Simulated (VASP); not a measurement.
# The low-index faces of Zr, part 2 of 5

Aim: compare the low-index faces of Zr at one level of theory.

VASP 6.6.1; PBE; plane waves and PAW (Zr_sv).

So far. Step 3 (The bulk reference, job self-consistent run, k-mesh …): The run ends at a pressure of -0.84 GPa.

### 4. Relaxing the slab, 8 atoms, face Zr(0001)

System of this step: Zr(0001). The cell holds 8 atoms: 8 Zr. Cell: a = 3.234 Å, b = 3.234 Å, c = 33.080 Å, α = 90.0°, β = 90.0°, γ = 60.0°. It derives from Zr. 8 layers of hcp Zr, cut at this functional's lattice. Vacuum lies along c.

All atoms relax at the fixed cell.

Contents of INCAR:

```
SYSTEM = Zr
PREC = Normal
ENCUT = 320
EDIFF = 1E-05
NELM = 120
ISMEAR = 1
SIGMA = 0.15
LREAL = .FALSE.
ALGO = Fast
GGA = PE
NBANDS = 59
LASPH = .TRUE.
LORBIT = 11
LWAVE = .FALSE.
LCHARG = .FALSE.
KPAR = 4
IBRION = 2
NSW = 40
ISIF = 2
EDIFFG = -0.03
POTIM = 0.4
MAXMIX = 40
```

Contents of POSCAR:

```
Zr
1.0
    3.2339397499      0.0000000000      0.0000000000
    1.6169698750      2.8006739777      0.0000000000
    0.0000000000      0.0000000000     33.0798511036
Zr
8
Direct
    0.6666666700      0.6666666700      0.2267241200
    0.0000000000      0.0000000000      0.3048029400
    0.6666666700      0.6666666700      0.3828817600
    0.0000000000      0.0000000000      0.4609605900
    0.6666666700      0.6666666700      0.5390394100
    0.0000000000      0.0000000000      0.6171182400
    0.6666666700      0.6666666700      0.6951970600
    0.0000000000      0.0000000000      0.7732758800
```

Contents of KPOINTS:

```
Automatic mesh
0
Gamma
12 12 1
0 0 0
```

Potentials, in the order of the species: Zr_sv (PBE family, release 64).

Launch:

```bash
$ mpirun -np 4 vasp_std
```

The program printed:

```text
[banner, memory and clock lines left out]
running    4 mpi-ranks, on    1 nodes
 distrk:  each k-point on    1 cores,    4 groups
 distr:  one band on    1 cores,    1 groups

 POSCAR found type information on POSCAR Zr
 POSCAR found :  1 types and       8 ions
 LDA part: xc-table for (Slater+PW92), standard interpolation
 POSCAR, INCAR and KPOINTS ok, starting setup
 FFT: planning ... GRIDC
 FFT: planning ... GRID_SOFT
 FFT: planning ... GRID
 WAVECAR not read
 entering main loop
       N       E                     dE             d eps       ncg     rms          rms(c)
DAV:   1     0.743797057728E+03    0.74380E+03   -0.42152E+04  2794   0.109E+03
DAV:   2     0.149802501234E+02   -0.72882E+03   -0.70764E+03  2537   0.378E+02
DAV:   3    -0.576743452262E+02   -0.72655E+02   -0.70680E+02  3548   0.723E+01
DAV:   4    -0.695673331708E+02   -0.11893E+02   -0.11793E+02  3796   0.302E+01
DAV:   5    -0.712623553271E+02   -0.16950E+01   -0.16926E+01  3305   0.827E+00    0.281E+01
RMM:   6    -0.124860451750E+03   -0.53598E+02   -0.11550E+02  2832   0.188E+01    0.201E+01
RMM:   7    -0.111977759110E+03    0.12883E+02   -0.68157E+01  2807   0.147E+01    0.205E+01
RMM:   8    -0.714317448982E+02    0.40546E+02   -0.78180E+00  2685   0.764E+00    0.111E+01
RMM:   9    -0.693990505290E+02    0.20327E+01   -0.27183E+00  3108   0.295E+00    0.972E+00
RMM:  10    -0.668548211815E+02    0.25442E+01   -0.16163E+00  2905   0.257E+00    0.531E+00
RMM:  11    -0.677629716062E+02   -0.90815E+00   -0.12617E+00  2925   0.219E+00    0.589E+00
RMM:  12    -0.664117312006E+02    0.13512E+01   -0.45590E-01  2943   0.151E+00    0.295E+00
RMM:  13    -0.661983205451E+02    0.21341E+00   -0.68449E-01  2988   0.140E+00    0.990E-01
RMM:  14    -0.661934637351E+02    0.48568E-02   -0.22896E-01  3329   0.862E-01    0.636E-01
RMM:  15    -0.661979645870E+02   -0.45009E-02   -0.80500E-02  3554   0.534E-01    0.498E-01
RMM:  16    -0.661899833455E+02    0.79812E-02   -0.43088E-02  3728   0.322E-01    0.134E-01
RMM:  17    -0.661923265215E+02   -0.23432E-02   -0.25932E-02  3681   0.231E-01    0.121E-01
RMM:  18    -0.661942793090E+02   -0.19528E-02   -0.15910E-02  3698   0.161E-01    0.115E-01
RMM:  19    -0.661945948455E+02   -0.31554E-03   -0.10462E-02  3487   0.120E-01    0.297E-02
RMM:  20    -0.661954648621E+02   -0.87002E-03   -0.80983E-03  3366   0.882E-02    0.352E-02
RMM:  21    -0.661959950953E+02   -0.53023E-03   -0.57164E-03  3303   0.711E-02    0.185E-02
RMM:  22    -0.661965012613E+02   -0.50617E-03   -0.49110E-03  3185   0.561E-02    0.129E-02
RMM:  23    -0.661968942870E+02   -0.39303E-03   -0.36208E-03  2951   0.438E-02    0.126E-02
RMM:  24    -0.661972332671E+02   -0.33898E-03   -0.32287E-03  2762   0.356E-02    0.108E-02
RMM:  25    -0.661974962935E+02   -0.26303E-03   -0.24335E-03  2528   0.290E-02    0.459E-03
RMM:  26    -0.661977312599E+02   -0.23497E-03   -0.21998E-03  2131   0.232E-02    0.273E-03
RMM:  27    -0.661979127773E+02   -0.18152E-03   -0.17292E-03  1920   0.194E-02    0.458E-03
RMM:  28    -0.661980699637E+02   -0.15719E-03   -0.15683E-03  1605   0.159E-02    0.723E-03
RMM:  29    -0.661982007073E+02   -0.13074E-03   -0.12600E-03  1618   0.142E-02    0.710E-03
RMM:  30    -0.661983157934E+02   -0.11509E-03   -0.11420E-03  1397   0.123E-02    0.798E-03
[...]
RMM:  35    -0.661986761211E+02   -0.53114E-04   -0.50839E-04   935   0.828E-03    0.149E-02
RMM:  36    -0.661987229791E+02   -0.46858E-04   -0.45053E-04   917   0.799E-03    0.164E-02
RMM:  37    -0.661987598834E+02   -0.36904E-04   -0.37232E-04   840   0.763E-03    0.172E-02
RMM:  38    -0.661987930039E+02   -0.33121E-04   -0.32773E-04   821   0.750E-03    0.181E-02
RMM:  39    -0.661988200972E+02   -0.27093E-04   -0.27374E-04   788   0.729E-03    0.188E-02
RMM:  40    -0.661988433612E+02   -0.23264E-04   -0.23682E-04   771   0.706E-03    0.193E-02
RMM:  41    -0.661988629088E+02   -0.19548E-04   -0.19896E-04   778   0.695E-03    0.198E-02
RMM:  42    -0.661988805904E+02   -0.17682E-04   -0.16383E-04   791   0.686E-03    0.205E-02
RMM:  43    -0.661988963873E+02   -0.15797E-04   -0.13953E-04   820   0.671E-03    0.214E-02
RMM:  44    -0.661989081961E+02   -0.11809E-04   -0.12190E-04   691   0.641E-03    0.218E-02
RMM:  45    -0.661989186725E+02   -0.10476E-04   -0.10455E-04   734   0.648E-03    0.221E-02
RMM:  46    -0.661989214557E+02   -0.27832E-05   -0.89568E-05   739   0.627E-03
   1 F= -.66198921E+02 E0= -.66201229E+02  d E =-.661989E+02
 curvature:   0.00 expect dE= 0.000E+00 dE for cont linesearch  0.000E+00
 trial: gam= 0.00000 g(F)=  0.524E-01 g(S)=  0.000E+00 ort = 0.000E+00 (trialstep = 0.100E+01)
 search vector abs. value=  0.524E-01
 bond charge predicted
       N       E                     dE             d eps       ncg     rms          rms(c)
DAV:   1    -0.662231624047E+02   -0.24244E-01   -0.10817E+01  2438   0.173E+01    0.517E-01
RMM:   2    -0.662443537550E+02   -0.21191E-01   -0.22601E-01  2425   0.234E+00    0.389E-01
RMM:   3    -0.662983017338E+02   -0.53948E-01   -0.16494E-01  2857   0.947E-01    0.669E-01
RMM:   4    -0.663683116932E+02   -0.70010E-01   -0.93343E-02  3331   0.518E-01    0.991E-01
RMM:   5    -0.664008158481E+02   -0.32504E-01   -0.28581E-02  3702   0.270E-01    0.111E+00
RMM:   6    -0.663510103653E+02    0.49805E-01   -0.85463E-03  3036   0.252E-01    0.953E-01
RMM:   7    -0.663165611143E+02    0.34449E-01   -0.85095E-03  3330   0.199E-01    0.804E-01
RMM:   8    -0.662734562745E+02    0.43105E-01   -0.24287E-02  3264   0.245E-01    0.610E-01
RMM:   9    -0.662600906455E+02    0.13366E-01   -0.16499E-02  3330   0.180E-01    0.533E-01
RMM:  10    -0.662565977842E+02    0.34929E-02   -0.43897E-03  3368   0.103E-01    0.480E-01
RMM:  11    -0.662728772853E+02   -0.16280E-01   -0.47944E-03  3204   0.138E-01    0.619E-01
RMM:  12    -0.662788217314E+02   -0.59444E-02   -0.22479E-03  3089   0.729E-02    0.660E-01
RMM:  13    -0.662587932298E+02    0.20029E-01   -0.70019E-03  3402   0.158E-01    0.467E-01
RMM:  14    -0.662591226217E+02   -0.32939E-03   -0.10788E-03  3018   0.536E-02    0.465E-01
RMM:  15    -0.662577918536E+02    0.13308E-02   -0.76028E-04  3119   0.574E-02    0.434E-01
RMM:  16    -0.662664335137E+02   -0.86417E-02   -0.15760E-03  3134   0.888E-02    0.481E-01
RMM:  17    -0.662623232497E+02    0.41103E-02   -0.58048E-04  3240   0.790E-02    0.441E-01
RMM:  18    -0.662462430893E+02    0.16080E-01   -0.15800E-02  3617   0.200E-01    0.216E-01
RMM:  19    -0.662452966437E+02    0.94645E-03   -0.83515E-03  3317   0.101E-01    0.197E-01
WARNING in EDDRMM: call to ZHEGV failed, returncode =   6  3     26
RMM:  20    -0.662456415460E+02   -0.34490E-03   -0.96427E-04  2833   0.489E-02    0.195E-01
RMM:  21    -0.662458938837E+02   -0.25234E-03   -0.71190E-03  3456   0.128E-01    0.247E-01
RMM:  22    -0.662462134504E+02   -0.31957E-03   -0.22686E-03  2782   0.552E-02    0.264E-01
RMM:  23    -0.662462969000E+02   -0.83450E-04   -0.69903E-04  2556   0.335E-02    0.266E-01
RMM:  24    -0.662510336920E+02   -0.47368E-02   -0.65802E-03  3320   0.115E-01    0.366E-01
RMM:  25    -0.662496107302E+02    0.14230E-02   -0.89045E-04  2805   0.498E-02    0.350E-01
RMM:  26    -0.662780708840E+02   -0.28460E-01   -0.37622E-02  3700   0.286E-01    0.671E-01
RMM:  27    -0.662827517047E+02   -0.46808E-02   -0.12560E-02  3267   0.109E-01    0.700E-01
RMM:  28    -0.662993008364E+02   -0.16549E-01   -0.10574E-02  3455   0.126E-01    0.792E-01
RMM:  29    -0.663083493904E+02   -0.90486E-02   -0.80737E-03  3354   0.115E-01    0.808E-01
RMM:  30    -0.663192885200E+02   -0.10939E-01   -0.48474E-03  3247   0.911E-02    0.873E-01
RMM:  31    -0.662739030400E+02    0.45385E-01   -0.20188E-02  3644   0.258E-01    0.619E-01
RMM:  32    -0.662713799365E+02    0.25231E-02   -0.46685E-03  3052   0.753E-02    0.600E-01
RMM:  33    -0.662713530002E+02    0.26936E-04   -0.74862E-04  2967   0.495E-02    0.606E-01
RMM:  34    -0.662713047647E+02    0.48236E-04   -0.39523E-04  2884   0.351E-02    0.610E-01
RMM:  35    -0.662706056977E+02    0.69907E-03   -0.18284E-04  2569   0.255E-02    0.608E-01
RMM:  36    -0.662703183921E+02    0.28731E-03   -0.48276E-04  3050   0.598E-02    0.626E-01
RMM:  37    -0.662718763204E+02   -0.15579E-02   -0.13496E-04  2627   0.286E-02    0.628E-01
RMM:  38    -0.662758204371E+02   -0.39441E-02   -0.52092E-04  2763   0.398E-02    0.659E-01
RMM:  39    -0.662774381373E+02   -0.16177E-02   -0.32831E-04  2474   0.258E-02    0.674E-01
RMM:  40    -0.662783340599E+02   -0.89592E-03   -0.12110E-04  2076   0.188E-02    0.682E-01
RMM:  41    -0.662796503703E+02   -0.13163E-02   -0.19738E-04  2448   0.318E-02    0.705E-01
RMM:  42    -0.662797269841E+02   -0.76614E-04   -0.84837E-05  1886   0.170E-02    0.710E-01
RMM:  43    -0.662790943027E+02    0.63268E-03   -0.35221E-05  1868   0.146E-02    0.711E-01
RMM:  44    -0.662790062691E+02    0.88034E-04   -0.18905E-05  1552   0.989E-03    0.715E-01
RMM:  45    -0.662792059977E+02   -0.19973E-03   -0.82508E-06  1116   0.702E-03    0.717E-01
RMM:  46    -0.662780645686E+02    0.11414E-02   -0.39281E-05  1993   0.170E-02    0.714E-01
RMM:  47    -0.662757124653E+02    0.23521E-02   -0.17591E-04  2178   0.243E-02    0.687E-01
RMM:  48    -0.662720878765E+02    0.36246E-02   -0.56465E-04  2369   0.375E-02    0.643E-01
RMM:  49    -0.662627857402E+02    0.93021E-02   -0.36019E-03  3108   0.988E-02    0.518E-01
RMM:  50    -0.662575560271E+02    0.52297E-02   -0.36004E-03  3025   0.785E-02    0.430E-01
RMM:  51    -0.662545292771E+02    0.30267E-02   -0.19378E-03  2791   0.560E-02    0.369E-01
RMM:  52    -0.662508960088E+02    0.36333E-02   -0.21408E-03  3009   0.716E-02    0.282E-01
RMM:  53    -0.662469364326E+02    0.39596E-02   -0.47970E-03  3286   0.107E-01    0.155E-01
RMM:  54    -0.662467644113E+02    0.17202E-03   -0.15354E-03  2563   0.443E-02    0.144E-01
RMM:  55    -0.662456592503E+02    0.11052E-02   -0.21682E-03  2956   0.680E-02    0.729E-02
RMM:  56    -0.662454702311E+02    0.18902E-03   -0.17808E-03  2719   0.477E-02    0.315E-02
RMM:  57    -0.662454622294E+02    0.80016E-05   -0.71703E-04  2560   0.344E-02    0.122E-02
RMM:  58    -0.662454820465E+02   -0.19817E-04   -0.27309E-04  2322   0.244E-02    0.904E-03
RMM:  59    -0.662454892287E+02   -0.71822E-05   -0.89671E-05  1960   0.168E-02
   2 F= -.66245489E+02 E0= -.66247917E+02  d E =-.465678E-01
[...]
WARNING in EDDRMM: call to ZHEGV failed, returncode =   6  3     33
[... from here on, the cycles between the ionic steps are left out ...]
   3 F= -.66298572E+02 E0= -.66300829E+02  d E =-.996508E-01
   4 F= -.66298611E+02 E0= -.66300835E+02  d E =-.996899E-01
   5 F= -.66299855E+02 E0= -.66302004E+02  d E =-.124321E-02
[...]
WARNING in EDDRMM: call to ZHEGV failed, returncode =   6  3     11
   6 F= -.66301241E+02 E0= -.66303244E+02  d E =-.262953E-02
 curvature:  -2.65 expect dE=-0.255E-03 dE for cont linesearch -0.187E-04
 ZBRENT: extrapolating
 opt :   5.6203  next Energy=   -66.301262 (dE=-0.265E-02)
 bond charge predicted
       N       E                     dE             d eps       ncg     rms          rms(c)
DAV:   1    -0.663011683376E+02    0.67642E-04   -0.51166E-02  2710   0.121E+00    0.378E-02
RMM:   2    -0.663012322330E+02   -0.63895E-04   -0.90530E-04  2458   0.158E-01    0.444E-03
RMM:   3    -0.663012455124E+02   -0.13279E-04   -0.15210E-04  2882   0.442E-02    0.494E-03
RMM:   4    -0.663012495310E+02   -0.40186E-05   -0.38649E-05  2011   0.186E-02
   7 F= -.66301250E+02 E0= -.66303234E+02  d E =-.263822E-02
 curvature:  -3.02 expect dE=-0.249E-03 dE for cont linesearch -0.290E-05
 trial: gam= 0.05378 g(F)=  0.826E-04 g(S)=  0.000E+00 ort =-0.310E-04 (trialstep = 0.232E+01)
 search vector abs. value=  0.822E-04
 reached required accuracy - stopping structural energy minimisation
```

Elapsed: 4.5 min, on 4 MPI ranks of Intel Xeon Platinum 8259CL at 2.50GHz (Skylake/Cascade Lake), shared host; peak memory 1 GiB.

Parts of OUTCAR (step 4):

```text
  LATTYP: Found a hexagonal cell.
 ALAT       =     3.2339397499
 C/A-ratio  =    10.2289633270

 Subroutine GETGRP returns: Found 12 space group operations
 (whereof  6 operations were pure point group operations)

The static configuration has the point symmetry C_3v.
 The point group associated with its full space group is D_3d.

 Found     19 irreducible k-points:

   k-points           NKPTS =     19   k-points in BZ     NKDIM =     19   number of bands    NBANDS=     59

   dimension x,y,z NGX =    14 NGY =   14 NGZ =  150
   dimension x,y,z NGXF=    28 NGYF=   28 NGZF=  300

   ENCUT  =  320.0 eV  23.52 Ry    4.85 a.u.   4.72  4.72 48.25*2*pi/ulx,y,z

   NELECT =      96.0000    total number of electrons

 E-fermi :   4.1090

 k-point     1 :       0.0000    0.0000    0.0000
  band No.  band energies     occupation
    ...
     38       0.8295      2.00000
     39       1.0381      2.00000
     40       1.0936      2.00000
     41       3.8911      2.05936
     42       3.9162      2.06986
     43       4.2309      0.01370
     44       4.4072     -0.01664
     45       4.6670     -0.00000
     46       4.7003     -0.00000
     47       4.7925     -0.00000
    ...

 k-point     2 :       0.0833    0.0000    0.0000
  band No.  band energies     occupation
    ...
     39       1.2230      2.00000
     40       1.2734      2.00000
     41       3.7603      2.00488
     42       3.7846      2.00911
     43       4.1138      0.94684
     44       4.1630      0.43232
     45       4.3820     -0.02736
     46       4.5078     -0.00111
     47       4.5366     -0.00042
     48       4.6260     -0.00001
    ...

  Total       -2.5895057     -2.5895057     -1.4330240     -0.0000000     -0.0000000      0.0000000
  in kB      -13.8474378    -13.8474378     -7.6631270     -0.0000000     -0.0000000      0.0000000
  external PRESSURE =     -11.7860008 kB  Pullay stress =       0.0000000 kB

  energy-cutoff  :      320.00
  volume of cell :      299.61
      direct lattice vectors                 reciprocal lattice vectors
     3.233939750  0.000000000  0.000000000     0.309220356 -0.178528456  0.000000000
     1.616969875  2.800673978  0.000000000     0.000000000  0.357056911  0.000000000
     0.000000000  0.000000000 33.079851104     0.000000000  0.000000000  0.030229882

 POSITION                                       TOTAL-FORCE (eV/Angst)
 -----------------------------------------------------------------------------------
      3.23394      1.86712      7.58355        -0.000000     -0.000000     -0.008013
      0.00000      0.00000     10.00393         0.000000      0.000000      0.026922
      3.23394      1.86712     12.65019        -0.000000      0.000000      0.006457
      0.00000      0.00000     15.26204        -0.000000     -0.000000     -0.015475
      3.23394      1.86712     17.81781         0.000000     -0.000000      0.015475
      0.00000      0.00000     20.42966         0.000000     -0.000000     -0.006457
      3.23394      1.86712     23.07592        -0.000000     -0.000000     -0.026922
      0.00000      0.00000     25.49631         0.000000     -0.000000      0.008013
 -----------------------------------------------------------------------------------
    total drift:                               -0.000116     -0.000067     -0.000177

  FREE ENERGIE OF THE ION-ELECTRON SYSTEM (eV)
  ---------------------------------------------------
  free  energy   TOTEN  =       -66.3012495310 eV

  energy  without entropy=      -66.3072022279  energy(sigma->0) =      -66.30323376

 total charge
# of ion       s       p       d       tot
------------------------------------------
    1        2.242   5.929   1.646   9.816
    2        2.232   5.961   1.638   9.831
    3        2.226   5.956   1.613   9.795
    4        2.229   5.957   1.623   9.809
    5        2.229   5.957   1.623   9.809
    6        2.226   5.956   1.613   9.795
    7        2.232   5.961   1.638   9.831
    8        2.242   5.929   1.646   9.816
--------------------------------------------------
tot         17.858  47.604  13.041  78.502

[... 1 part as in an earlier step ...]

[... 7 further parts left out ...]
```

CONTCAR:

```
Zr
   1.00000000000000
     3.2339397499000002    0.0000000000000000    0.0000000000000000
     1.6169698749999999    2.8006739776999998    0.0000000000000000
     0.0000000000000000    0.0000000000000000   33.0798511035999994
  Zr
     8
Direct
     0.6666666699999979    0.6666666699999979    0.2292496988773290
     0.0000000000000000    0.0000000000000000    0.3024176460694156
     0.6666666699999979    0.6666666699999979    0.3824137635103222
     0.0000000000000000    0.0000000000000000    0.4613697053503599
     0.6666666699999979    0.6666666699999979    0.5386302946496401
     0.0000000000000000    0.0000000000000000    0.6175862364896778
     0.6666666699999979    0.6666666699999979    0.6975823539305845
     0.0000000000000000    0.0000000000000000    0.7707503011226708
```

The run keeps the 12 symmetry operations of its start, so it cannot find a distortion of lower symmetry.

The steps of the relaxation:

| step | energy less that of the first step (eV) | largest force (eV/Å) |
| --- | --- | --- |
| 1 | 0.0000 | 0.6225 |
| 2 | -0.0466 | 0.4670 |
| 3 | -0.0997 | 0.0920 |
| 4 | -0.0997 | 0.0963 |
| 5 | -0.1009 | 0.0685 |
| 6 | -0.1023 | 0.0310 |
| 7 | -0.1023 | 0.0269 |

The atoms that moved most (Å):

| atom | dx | dy | dz | length |
| --- | --- | --- | --- | --- |
| Zr1 | 0.000 | 0.000 | 0.084 | 0.084 |
| Zr8 | 0.000 | 0.000 | -0.084 | 0.084 |
| Zr7 | 0.000 | 0.000 | 0.079 | 0.079 |
| Zr2 | 0.000 | 0.000 | -0.079 | 0.079 |
| Zr3 | 0.000 | 0.000 | -0.015 | 0.015 |
| Zr6 | 0.000 | 0.000 | 0.015 | 0.015 |
| Zr4 | 0.000 | 0.000 | 0.014 | 0.014 |
| Zr5 | 0.000 | 0.000 | -0.014 | 0.014 |

Final coordinates:

```cif
data_structure
_symmetry_space_group_name_H-M 'P 1'
_symmetry_Int_Tables_number 1
_cell_length_a 3.2339
_cell_length_b 3.2339
_cell_length_c 33.0799
_cell_angle_alpha 90.000
_cell_angle_beta 90.000
_cell_angle_gamma 60.000
_cell_volume 299.61
loop_
_atom_site_label
_atom_site_type_symbol
_atom_site_fract_x
_atom_site_fract_y
_atom_site_fract_z
_atom_site_occupancy
Zr1 Zr 0.66667 0.66667 0.22925 1
Zr2 Zr 0.00000 0.00000 0.30242 1
Zr3 Zr 0.66667 0.66667 0.38241 1
Zr4 Zr 0.00000 0.00000 0.46137 1
Zr5 Zr 0.66667 0.66667 0.53863 1
Zr6 Zr 0.00000 0.00000 0.61759 1
Zr7 Zr 0.66667 0.66667 0.69758 1
Zr8 Zr 0.00000 0.00000 0.77075 1
```

Numbers from this step:

| Quantity | Value |
| --- | --- |
| electronic cycles | 149 |
| electrons | 96 |
| free energy (TOTEN) | -66.3012 eV |
| energy at zero smearing | -66.3032 eV |
| Fermi energy | 4.109 eV |

The run ended after 7 ionic steps, 0.102 eV below its first step, once the forces on the free atoms met EDIFFG = -0.03.

[end of part 2 of 5]

[Lines on the potential files, build, host, timing and source positions are cut from VASP's logs without a mark.]

[Logs are printed without paths, hosts, clocks, repeated set-up lines and the standing remarks that a program may print on its own settings, such as how far it seeks lower states.]

[Hosts, paths, dates, database ids (printed as entryN), source tags and the programs' standing remarks are cut or masked in the printed files.]

[Runs that stopped without an error message from VASP are left out.]
